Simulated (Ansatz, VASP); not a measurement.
SiPbO2: VASP beside Ansatz

```xyz
8
Lattice="2.8864 0.0000 0.0000 -1.4432 2.4997 0.0000 0.0000 0.0000 21.0061" Properties=species:S:1:pos:R:3 pbc="T T T"
Si    1.4432    0.8332    1.8481
Si    0.0000    1.6665   12.3512
Pb    1.4432    0.8332    7.1075
Pb    0.0000    1.6665   17.6106
O     0.0000    1.6665    2.7116
O     0.0000    0.0000    0.9846
O     1.4432    0.8332   13.2146
O     0.0000    0.0000   11.4876
```

Alike in both runs: functional PBE; k mesh 6 × 6 × 2; occupations gaussian, width 0.1 eV; no spin polarisation.

Ansatz relaxed the structure, and its values are those at the end. VASP's run is a single point on that final structure, the one shown.

|  | VASP | Ansatz |
| --- | --- | --- |
| version | VASP 6.6.1 | Ansatz 0.2.0 |
| potentials or method | VASP PAW PBE potentials, release 64 (Si, Pb_d, O) | scalar-relativistic, plane waves, PAW |
| plane-wave cutoff (eV) | 520 | 420 |
| valence electrons in the cell | 60 | 60 |

VASP gave:

- gap on the k mesh at the Fermi level (eV): none
- pressure (GPa): 0.1
- rms of the force components (eV/Å): 0.009

Question: What did Ansatz give for the same quantities?

Answer: gap on the k mesh at the Fermi level (eV): none; pressure (GPa): 0.0; rms of the force components (eV/Å): 0.005.

A gap of «none» marks a metal or a gap that the smearing closes.

Caveats: the k mesh is coarse (spacing up to 0.42 Å⁻¹), so the values aren't converged. Spin-orbit coupling is left out, which matters for the levels of Pb.
